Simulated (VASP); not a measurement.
Computed with PBEsol GGA, VASP's PBE PAW potentials (set 64) (plane waves; VASP).

Input for VASP

**KPOINTS**
```
k-points along high-symmetry lines
15
Line-mode
Reciprocal
  0.000000   0.000000   0.000000 ! GAMMA
  0.500000   0.000000   0.500000 ! X

  0.500000   0.000000   0.500000 ! X
  0.625000   0.250000   0.625000 ! U

  0.375000   0.375000   0.750000 ! K
  0.000000   0.000000   0.000000 ! GAMMA

  0.000000   0.000000   0.000000 ! GAMMA
  0.500000   0.500000   0.500000 ! L

  0.500000   0.500000   0.500000 ! L
  0.500000   0.250000   0.750000 ! W

  0.500000   0.250000   0.750000 ! W
  0.500000   0.000000   0.500000 ! X
```

POSCAR:
```
CrB
1
    0.0000000000     2.0599121847     2.0599121847
    2.0599121847     0.0000000000     2.0599121847
    2.0599121847     2.0599121847     0.0000000000
Cr B
1 1
Direct
  0.0000000000   0.0000000000   0.0000000000
  0.5000000000   0.5000000000   0.5000000000
```

**INCAR**
```
SYSTEM = CrB
PREC = Accurate; ENCUT = 520; LREAL = .FALSE.
LASPH = .TRUE.; ICHARG = 11
EDIFF = 1E-7; NELM = 100; ALGO = Normal
LMAXMIX = 4
ISMEAR = 0; SIGMA = 0.05
GGA = PS
LWAVE = .FALSE.; LCHARG = .FALSE.; LORBIT = 11
```

POTCAR, in this order: Cr_pv B (PBE.64 set). Program: vasp_std. Read from the step before: CHGCAR.

The resulting files:

OSZICAR:
```
       N       E                     dE             d eps       ncg     rms          rms(c)
DAV:   1     0.979128984552E+02    0.97913E+02   -0.86914E+03  1980   0.150E+03
DAV:   2    -0.124365833266E+02   -0.11035E+03   -0.10507E+03  2001   0.357E+02
DAV:   3    -0.156410620245E+02   -0.32045E+01   -0.30555E+01  2491   0.647E+01
DAV:   4    -0.157097053604E+02   -0.68643E-01   -0.68262E-01  2364   0.819E+00
DAV:   5    -0.157119907501E+02   -0.22854E-02   -0.22835E-02  2826   0.108E+00
DAV:   6    -0.157120582065E+02   -0.67456E-04   -0.67452E-04  2499   0.123E-01
DAV:   7    -0.157120599252E+02   -0.17187E-05   -0.17188E-05  2528   0.126E-02
DAV:   8    -0.157120599277E+02   -0.25416E-08   -0.36740E-08  1501   0.102E-03
   1 F= -.15712060E+02 E0= -.15711506E+02  d E =-.110832E-02
```

OUTCAR:
```
 val. band max:       10.0213367605   @ k =   0.2500   0.0000   0.2500

 cond. band min:      10.1179029921   @ k =   0.2857   0.0000   0.2857



 k-point     1 :       0.0000    0.0000    0.0000
  band No.  band energies     occupation
      1     -32.9771      2.00000
      2     -32.9771      2.00000
      3     -32.9771      2.00000
      4      -1.8465      2.00000
      5       8.7623      2.00000
      6       8.7623      2.00000
      7       8.7623      2.00000
      8       9.6026      2.00000
      9       9.6026      2.00000
     10      14.4778      0.00000
     11      14.4778      0.00000

 k-point     2 :       0.0357    0.0000    0.0357
  band No.  band energies     occupation
      1     -32.9805      2.00000
      2     -32.9785      2.00000
      3     -32.9785      2.00000
      4      -1.8015      2.00000
      5       8.7313      2.00000
      6       8.7598      2.00000
      7       8.7598      2.00000
      8       9.4549      2.00000
      9       9.6128      2.00000
     10      14.4932      0.00000
     11      14.4957      0.00000

 k-point     3 :       0.0714    0.0000    0.0714
  band No.  band energies     occupation
      1     -32.9904      2.00000
      2     -32.9823      2.00000
      3     -32.9823      2.00000
      4      -1.6674      2.00000
      5       8.6407      2.00000
      6       8.7550      2.00000
      7       8.7550      2.00000
      8       9.0668      2.00000
      9       9.6430      2.00000
     10      14.5329      0.00000
     11      14.5329      0.00000

 k-point     4 :       0.1071    0.0000    0.1071
  band No.  band energies     occupation
      1     -33.0063      2.00000
      2     -32.9886      2.00000
      3     -32.9886      2.00000
      4      -1.4469      2.00000
      5       8.4977      2.00000
      6       8.5434      2.00000
      7       8.7551      2.00000
      8       8.7551      2.00000
      9       9.6919      2.00000
     10      14.5767      0.00000
...
```

The density is held fixed in this step, so its total energy and stress have no physical meaning.

The structure was generated: CrB was put into the rock salt type (Fm-3m), which need not be its known phase. It was relaxed first, which changed the volume by -37 %. The run is not spin-polarised, so no magnetic state was tried. The electron count is odd and the run is not spin-polarised, which forces a metal.
